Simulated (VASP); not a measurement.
Crystal: SiNi.

```
Si Ni
1.0
     5.17310    0.00000    0.00000
     0.00000    3.33810    0.00000
     0.00000    0.00000    5.60490
Si Ni
4 4
Cartesian
  1.6620 2.5036 0.4624
  0.9245 0.8345 3.2649
  4.2486 2.5036 2.3400
  3.5111 0.8345 5.1425
  0.0403 0.8345 1.0510
  2.5463 2.5036 3.8535
  2.6268 0.8345 1.7514
  5.1328 2.5036 4.5539
```

```yaml
Program: VASP 6.6.1
Task: relaxation of cell and atoms
Functional: PBEsol
Potentials_or_basis: VASP PAW PBE potentials, release 64 (Si, Ni)
Cutoff: 600 eV
k_mesh: 8 × 12 × 8
Occupations: methfessel-paxton, width 0.1 eV
Spin: no spin polarisation
```

At the start: pressure -4.2 GPa; volume 12.10 Å³/atom.

Task: How do energy, volume and symmetry change on relaxing?

Result: Over 12 steps the energy falls by 5.0 meV/atom and the volume is 11.81 Å³/atom (-2.4 %); space group Pnma (No. 62, to 0.05 Å).

Step by step:
```
step  energy change (eV)  largest force (eV/Å)  pressure (GPa)  volume (Å³)
   1              0.0000                0.0836           -4.18        96.79
   2              0.0011                0.1136            4.80        92.43
   3             -0.0301                0.0743            0.08        94.59
   4             -0.0325                0.0602            0.10        94.58
   5             -0.0366                0.0588            0.01        94.54
   6             -0.0368                0.0692            0.03        94.53
   7             -0.0384                0.0485           -0.06        94.55
   8             -0.0390                0.0503           -0.11        94.56
   9             -0.0396                0.0327            0.07        94.46
  10             -0.0397                0.0228            0.24        94.37
  11             -0.0399                0.0072           -0.13        94.56
  12             -0.0399                0.0071           -0.06        94.50
```

Final structure:
```yaml
crystal:
  lattice:
    - [5.08838, 0.00000, 0.00000]
    - [0.00000, 3.36357, 0.00000]
    - [0.00000, 0.00000, 5.52149]
  atoms:
    - { symbol: Si, position: [0.32113, 0.75000, 0.08712] }
    - { symbol: Si, position: [0.17887, 0.25000, 0.58712] }
    - { symbol: Si, position: [0.82113, 0.75000, 0.41288] }
    - { symbol: Si, position: [0.67887, 0.25000, 0.91288] }
    - { symbol: Ni, position: [0.00952, 0.25000, 0.18745] }
    - { symbol: Ni, position: [0.49048, 0.75000, 0.68745] }
    - { symbol: Ni, position: [0.50952, 0.25000, 0.31255] }
    - { symbol: Ni, position: [0.99048, 0.75000, 0.81255] }
```

Caveat: the PAW data sets were made with another functional, which shifts forces and pressure a little.
